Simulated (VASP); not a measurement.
Output of a VASP run:

OSZICAR:
```
       N       E                     dE             d eps       ncg     rms          rms(c)
DAV:   1     0.997634520979E+02    0.99763E+02   -0.42113E+03   456   0.756E+02
DAV:   2     0.238565716505E+01   -0.97378E+02   -0.91386E+02   800   0.136E+02
DAV:   3    -0.875448813071E+01   -0.11140E+02   -0.11072E+02   576   0.582E+01
DAV:   4    -0.913362949441E+01   -0.37914E+00   -0.37886E+00   588   0.132E+01
DAV:   5    -0.914567575199E+01   -0.12046E-01   -0.12046E-01   612   0.274E+00    0.437E+00
DAV:   6    -0.902243850149E+01    0.12324E+00   -0.13788E-01   544   0.200E+00    0.283E+00
DAV:   7    -0.899172404388E+01    0.30714E-01   -0.16315E-01   528   0.211E+00    0.448E-01
DAV:   8    -0.898674039394E+01    0.49836E-02   -0.18693E-02   516   0.785E-01    0.246E-01
DAV:   9    -0.898679651675E+01   -0.56123E-04   -0.11004E-03   580   0.214E-01    0.126E-01
DAV:  10    -0.898679576371E+01    0.75304E-06   -0.78759E-05   572   0.670E-02
   1 F= -.89867958E+01 E0= -.89867958E+01  d E =-.898680E+01
       N       E                     dE             d eps       ncg     rms          rms(c)
DAV:   1    -0.899273284466E+01   -0.59363E-02   -0.15938E-01   532   0.235E+00    0.182E-01
DAV:   2    -0.899146123627E+01    0.12716E-02   -0.55690E-03   524   0.536E-01    0.106E-01
DAV:   3    -0.899060880957E+01    0.85243E-03   -0.61188E-04   564   0.168E-01    0.490E-02
DAV:   4    -0.899032091553E+01    0.28789E-03   -0.43062E-04   568   0.123E-01    0.206E-02
DAV:   5    -0.899032657131E+01   -0.56558E-05   -0.38689E-05   540   0.378E-02
   2 F= -.89903266E+01 E0= -.89903266E+01  d E =-.353081E-02
       N       E                     dE             d eps       ncg     rms          rms(c)
DAV:   1    -0.899658584911E+01   -0.62649E-02   -0.32195E-01   528   0.334E+00    0.255E-01
DAV:   2    -0.899400795652E+01    0.25779E-02   -0.11432E-02   528   0.766E-01    0.160E-01
DAV:   3    -0.899230932218E+01    0.16986E-02   -0.11563E-03   568   0.231E-01    0.731E-02
DAV:   4    -0.899166700769E+01    0.64231E-03   -0.92522E-04   568   0.180E-01    0.302E-02
DAV:   5    -0.899166859936E+01   -0.15917E-05   -0.92115E-05   544   0.571E-02
   3 F= -.89916686E+01 E0= -.89916686E+01  d E =-.487284E-02
```

### OUTCAR
```
------------------------ aborting loop because EDIFF is reached ----------------------------------------
  FORCE on cell =-STRESS in cart. coord.  units (eV):
  Direction    XX          YY          ZZ          XY          YZ          ZX
  --------------------------------------------------------------------------------------
  Total        0.0821601      0.0821601      0.0794725     -0.0000000      0.0000000     -0.0000000
  in kB        0.4837733      0.4837732      0.4679483     -0.0000000      0.0000000     -0.0000000
  external PRESSURE =       0.4784983 kB  Pullay stress =       0.0000000 kB
  volume of cell :      272.10
      direct lattice vectors                 reciprocal lattice vectors
     4.056049885 -0.000000000 -0.000000000     0.246545291  0.142343007  0.000000000
    -2.028024943  3.512641835  0.000000000     0.000000000  0.284686013  0.000000000
    -0.000000000  0.000000000 19.098209417     0.000000000  0.000000000  0.052360930
 POSITION                                       TOTAL-FORCE (eV/Angst)
 -----------------------------------------------------------------------------------
      2.02803      1.17088      7.88904         0.000000     -0.000000      0.000155
     -0.00000      2.34176     11.20917        -0.000000      0.000000     -0.000155
     -0.00000     -0.00000      9.54910        -0.000000      0.000000      0.000000
 -----------------------------------------------------------------------------------
    total drift:                                0.000000      0.000000      0.000000
  FREE ENERGIE OF THE ION-ELECTRON SYSTEM (eV)
  ---------------------------------------------------
  free  energy   TOTEN  =        -8.9916685994 eV

  energy  without entropy=       -8.9916685994  energy(sigma->0) =       -8.99166860

 reached required accuracy - stopping structural energy minimisation
```
(Selected blocks of OUTCAR.)

**POSCAR**
```
MgI2 monolayer
1
    4.0803528043    -0.0000000000     0.0000000000
   -2.0401764022     3.5336887807     0.0000000000
    0.0000000000     0.0000000000    18.8713858754
I Mg
2 1
Direct
  0.6666670000   0.3333330000   0.4140740000
  0.3333330000   0.6666670000   0.5859260000
  0.0000000000   0.0000000000   0.5000000000
```

**Question.** Reconstruct the remaining input files.

**Answer.** This is not unique; one that fits is the input of the run itself, LDA (Ceperley-Alder, Perdew-Zunger), plane waves, VASP's LDA PAW potentials (set 64).

### INCAR
```
SYSTEM = MgI2 monolayer
PREC = Normal
ENCUT = 400
EDIFF = 1E-5
NELM = 100
ALGO = Normal
LREAL = .FALSE.
LASPH = .TRUE.
ISMEAR = 0
SIGMA = 0.05
LMAXMIX = 4
LWAVE = .TRUE.
LCHARG = .FALSE.
NELMIN = 4
IBRION = 2
ISIF = 4
NSW = 50
EDIFFG = -0.03
```

KPOINTS:
```
Automatic mesh
0
G
  12 12 1
0 0 0
```

POTCAR, in this order: I Mg (LDA.64 set). Program: vasp_std.

The cell is a sheet with vacuum, built from MgI2 (1T layered).
